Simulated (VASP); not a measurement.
# Hf (P6_3/mmc) in VASP: phonons with PBEsol

Aim: the phonons of Hf with PBEsol.

Everything below comes from runs of VASP 6.6.1. Logs are shortened: lines on timing, memory, paths and dates and some standing lists are left out, and cuts for length are marked.

### 1 The structure

It takes space group P6_3/mmc (No. 194, hexagonal). Conventional cell: a = 3.156 Å, b = 3.156 Å, c = 4.990 Å, α = 90.00°, β = 90.00°, γ = 120.00°. Hf (site symmetry -6m2) has 12 Hf at 3.09 to 3.16 Å as nearest neighbours.

### 2 Phonons, PBEsol

POSCAR reads:

```
Hf
1.0
    3.1559915280      0.0000000000      0.0000000000
   -1.5779957640      2.7331688374      0.0000000000
   -0.0000000000     -0.0000000000      4.9901023118
  Hf
     2
Direct
     0.3333333332999970    0.6666666667000030    0.2500000000000000
     0.6666666667000030    0.3333333332999970    0.7500000000000000
```

INCAR.step1 reads:

```
SYSTEM = Hf
PREC = Accurate
ENCUT = 600
EDIFF = 1E-8
ISMEAR = 1
SIGMA = 0.2
LREAL = .FALSE.
LASPH = .TRUE.
NELM = 80
ALGO = Fast
ISIF = 3
LWAVE = .FALSE.
LCHARG = .FALSE.
GGA = PS
KPAR = 2
IBRION = 2
NSW = 40
EDIFFG = -0.002
```

INCAR.step2 reads:

```
SYSTEM = Hf
PREC = Accurate
ENCUT = 600
EDIFF = 1E-8
ISMEAR = 1
SIGMA = 0.2
LREAL = .FALSE.
LASPH = .TRUE.
NELM = 80
ALGO = Fast
ISIF = 2
LWAVE = .FALSE.
LCHARG = .FALSE.
GGA = PS
KPAR = 2
IBRION = 6
NFREE = 2
POTIM = 0.015
NSW = 1
```

KPOINTS reads:

```
Automatic mesh
0
G
  24 24 14
  0 0 0
```

Potentials or basis: VASP PAW PBE potentials, release 64 (Hf_pv).

Started as:

```console
cat potpaw_PBE.64/Hf_pv/POTCAR > POTCAR
cp INCAR.step1 INCAR
mpirun -np 2 vasp_std > vasp.out
cp CONTCAR POSCAR
cp INCAR.step2 INCAR
mpirun -np 2 vasp_std > vasp.out
```

OUTCAR:

```text
SYSTEM = Hf
   PREC = Accurate
   ENCUT = 600
   EDIFF = 1E-8
   ISMEAR = 1
   LREAL = .FALSE.
   LASPH = .TRUE.
   NELM = 80
   ISIF = 2
   GGA = PS
   IBRION = 6
   NFREE = 2
   POTIM = 0.015
   NSW = 1

 ion  position               nearest neighbor table
   1  0.333  0.667  0.250-   2 3.09   2 3.09   2 3.09   2 3.09   2 3.09   2 3.09
   2  0.667  0.333  0.750-   1 3.09   1 3.09   1 3.09   1 3.09   1 3.09   1 3.09

  LATTYP: Found a hexagonal cell.
 ALAT       =     3.1568599449
 C/A-ratio  =     1.5807575837

  Lattice vectors:

 A1 = (   3.1568599449,   0.0000000000,   0.0000000000)
 A2 = (  -1.5784299725,   2.7339209085,   0.0000000000)
 A3 = (   0.0000000000,   0.0000000000,   4.9902302987)

Analysis of symmetry for initial positions (statically):
=====================================================================
 Subroutine PRICEL returns:
 Original cell was already a primitive cell.

 Routine SETGRP: Setting up the symmetry group for a
 hexagonal supercell.

 Subroutine GETGRP returns: Found 24 space group operations
 (whereof 12 operations were pure point group operations)
 out of a pool of 24 trial point group operations.

The static configuration has the point symmetry D_3d.
 The point group associated with its full space group is D_6h.

Analysis of symmetry for dynamics (positions and initial velocities):
=====================================================================
 Subroutine PRICEL returns:
 Original cell was already a primitive cell.

 Routine SETGRP: Setting up the symmetry group for a
 hexagonal supercell.

 Subroutine GETGRP returns: Found 24 space group operations
 (whereof 12 operations were pure point group operations)
 out of a pool of 24 trial point group operations.

The dynamic configuration has the point symmetry D_3d.
 The point group associated with its full space group is D_6h.

 Subroutine INISYM returns: Found 24 space group operations
 (whereof 12 operations are pure point group operations),
 and found     1 'primitive' translations

[... 295 lines left out ...]
  ext. energy  EPLUGINS =         0.00000000
  ---------------------------------------------------
  free energy    TOTEN  =       -21.00573414 eV

  energy without entropy =      -21.01012078  energy(sigma->0) =      -21.00719635

 E-fermi :   5.0429     XC(G=0): -11.5667

 val. band max:        5.0416752013   @ k =   0.0417   0.0417   0.2143
 cond. band min:       5.0432968210   @ k =  -0.1667   0.5000   0.3571
 fundamental gap:      0.0016216197
 Fermi energy:         5.0428649551

 k-point     1 :       0.0000    0.0000    0.0000
  band No.  band energies     occupation
      1     -25.9861      2.00000
      2     -25.1357      2.00000
      3     -25.1357      2.00000
      4     -24.9922      2.00000
      5     -24.9897      2.00000
      6     -24.9897      2.00000
      7      -2.4925      2.00000
      8       1.1903      2.00000
      9       5.8389     -0.00000
     10       6.1970     -0.00000
     11       6.1970     -0.00000
     12       6.5043     -0.00000
     13       7.0629     -0.00000
     14       7.0630     -0.00000
[... 377 lines left out ...]
      1     -25.7825      2.00000
      2     -25.6159      2.00000
      3     -25.5644      2.00000
      4     -25.3415      2.00000
      5     -25.2447      2.00000
      6     -25.0978      2.00000
      7       1.6124      2.00000
      8       2.1916      2.00000
      9       2.6886      2.00000
     10       4.2754      2.00000
     11       5.7574     -0.00001
     12       5.9411     -0.00000
     13       6.7674     -0.00000
     14      11.1174      0.00000

 [... further k-points ...]

------------------------ aborting loop because EDIFF is reached ----------------------------------------

  FORCE on cell =-STRESS in cart. coord.  units (eV):
  Direction    XX          YY          ZZ          XY          YZ          ZX
  --------------------------------------------------------------------------------------
  -------------------------------------------------------------------------------------
  Total        0.0015892      0.0015892      0.0046528      0.0000000      0.0000000      0.0000000
  in kB        0.0591179      0.0591179      0.1730863      0.0000000      0.0000000      0.0000000
  external PRESSURE =       0.0971074 kB  Pullay stress =       0.0000000 kB
[... 17 lines left out ...]
  FREE ENERGIE OF THE ION-ELECTRON SYSTEM (eV)
  ---------------------------------------------------
  free  energy   TOTEN  =       -21.0057341357 eV

  energy  without entropy=      -21.0101207807  energy(sigma->0) =      -21.00719635

 INTERNAL STRAIN TENSORS FROM DISPLACED ATOMS
 ============================================

 INTERNAL STRAIN TENSOR FOR ION    1 for displacements in x,y,z  (eV/Angst):
          X           Y           Z          XY          YZ          ZX
  --------------------------------------------------------------------------------
  x     0.00000     0.00000     0.00000    -2.54499     0.00000     0.00000
  y    -2.54499     2.54499     0.00000     0.00000     0.00000     0.00000
  z     0.00000     0.00000     0.00000     0.00000     0.00000    -0.00000

 INTERNAL STRAIN TENSOR FOR ION    2 for displacements in x,y,z  (eV/Angst):
          X           Y           Z          XY          YZ          ZX
  --------------------------------------------------------------------------------
  x     0.00000     0.00000     0.00000     2.54499     0.00000     0.00000
  y     2.54499    -2.54499    -0.00000     0.00000     0.00000     0.00000
  z     0.00000     0.00000    -0.00000     0.00000     0.00000     0.00000

 Eigenvectors and eigenvalues of the dynamical matrix
 ----------------------------------------------------

   1 f  =    3.129174 THz    19.661181 2PiTHz  104.378015 cm-1    12.941219 meV
             X         Y         Z           dx          dy          dz
     -0.000000  1.822614  1.247558     0.000000    0.000000    0.707107
      1.578430  0.911307  3.742673    -0.000000    0.000000   -0.707107
[... 16 lines left out ...]
   5 f  =    0.000000 THz     0.000000 2PiTHz    0.000000 cm-1     0.000000 meV
             X         Y         Z           dx          dy          dz
     -0.000000  1.822614  1.247558     0.000000    0.000000    0.707107
      1.578430  0.911307  3.742673    -0.000000    0.000000    0.707107

   6 f/i=    0.000000 THz     0.000000 2PiTHz    0.000000 cm-1     0.000000 meV
             X         Y         Z           dx          dy          dz
     -0.000000  1.822614  1.247558    -0.707107    0.000000    0.000000
      1.578430  0.911307  3.742673    -0.707107   -0.000000    0.000000

 ELASTIC MODULI CONTR FROM IONIC RELAXATION (kBar)
 Direction    XX          YY          ZZ          XY          YZ          ZX
 --------------------------------------------------------------------------------
 XX        -114.9505    114.9505      0.0000      0.0000      0.0000     -0.0000
 YY         114.9505   -114.9505     -0.0000     -0.0000      0.0000      0.0000
 ZZ           0.0000     -0.0000     -0.0000     -0.0000      0.0000      0.0000
 XY           0.0000     -0.0000     -0.0000   -114.9505      0.0000      0.0000
 YZ           0.0000      0.0000      0.0000      0.0000      0.0000      0.0000
 ZX          -0.0000      0.0000      0.0000      0.0000      0.0000     -0.0000
 --------------------------------------------------------------------------------
```

OSZICAR.step1:

```text
N       E                     dE             d eps       ncg     rms          rms(c)
DAV:   1     0.506506349062E+02    0.50651E+02   -0.12652E+04 13664   0.152E+03
DAV:   2    -0.196347455264E+02   -0.70285E+02   -0.69077E+02 16906   0.289E+02
DAV:   3    -0.217384250650E+02   -0.21037E+01   -0.20573E+01 18480   0.320E+01
DAV:   4    -0.217573303951E+02   -0.18905E-01   -0.18884E-01 15736   0.373E+00
[... 44 lines left out ...]
DAV:   1    -0.210061308350E+02   -0.17077E-05   -0.87100E-05 14444   0.778E-02    0.821E-03
RMM:   2    -0.210061298245E+02    0.10105E-05   -0.10584E-06 14393   0.876E-03    0.325E-03
RMM:   3    -0.210061295001E+02    0.32444E-06   -0.48735E-07 14928   0.495E-03    0.315E-03
RMM:   4    -0.210061295054E+02   -0.52910E-08   -0.17638E-07 14411   0.262E-03    0.841E-04
RMM:   5    -0.210061295113E+02   -0.59595E-08   -0.31256E-08 10488   0.974E-04
   5 F= -.21006130E+02 E0= -.21007572E+02  d E =-.385133E-06
```

Run time: 35 min. Hardware: 2 MPI ranks of Intel Xeon Platinum 8488C (Sapphire Rapids), shared host; peak memory 2.2 GiB.

What came out:

```yaml
Relaxed_volume: 21.53 Å³/atom
Relaxed_cell: a = 3.157 Å, b = 3.157 Å, c = 4.990 Å, α = 90.00°, β = 90.00°, γ = 120.00°
Space_group_after_relaxing_to_0.05_Å: P6_3/mmc (No. 194)
Highest_phonon_frequency_at_Γ: 104 cm⁻¹
```

Final structure:
```cif
data_structure
_symmetry_space_group_name_H-M 'P 1'
_symmetry_Int_Tables_number 1
_cell_length_a 3.1569
_cell_length_b 3.1569
_cell_length_c 4.9902
_cell_angle_alpha 90.000
_cell_angle_beta 90.000
_cell_angle_gamma 120.000
_cell_volume 43.07
loop_
_atom_site_label
_atom_site_type_symbol
_atom_site_fract_x
_atom_site_fract_y
_atom_site_fract_z
_atom_site_occupancy
Hf1 Hf 0.33333 0.66667 0.25000 1
Hf2 Hf 0.66667 0.33333 0.75000 1
```

Phonon frequencies in cm⁻¹ (negative: imaginary):
| q point | frequencies |
| --- | --- |
| (0.000, 0.000, 0.000) | 0 0 0 80 80 104 |

Caveat: the PAW data sets were made with another functional, which shifts forces and pressure a little. Spin-orbit coupling is left out, which matters for the levels of Hf.
